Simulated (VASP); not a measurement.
Input of a VASP 6.6.1 run:

Contents of INCAR:

```
ALGO = Normal
EDIFF = 1E-7
ENCUT = 520
GGA = PE
ISIF = 2
ISMEAR = 0
LASPH = True
LCHARG = False
LREAL = False
LWAVE = False
NELM = 80
PREC = Accurate
SIGMA = 0.1
```

Contents of KPOINTS:

```
k-points
0
Gamma
  12 12 12
```

The input POSCAR:

```
Mo                                      
1.0
   -1.5321278404      1.5321278404      1.5321278404
    1.5321278404     -1.5321278404      1.5321278404
    1.5321278404      1.5321278404     -1.5321278404
  Mo            
     1
Direct
     0.0000000000000000    0.0000000000000000    0.0000000000000000
```

Potentials or basis: VASP PAW PBE potentials, release 64 (Mo_sv).

Command:

```sh
$ cat potpaw_PBE.64/Mo_sv/POTCAR > POTCAR
$ mpirun -np 1 vasp_std > vasp.out
```

(1) Predict the pressure.

(2) Estimate the band gap on the k mesh.

Answers

(1) 30.3 GPa.

(2) none (metal or under the smearing width).

Caveat: a pressure of tens of GPa on the cell as given is suspect, and the run, the potentials or the cell itself is likely at fault.
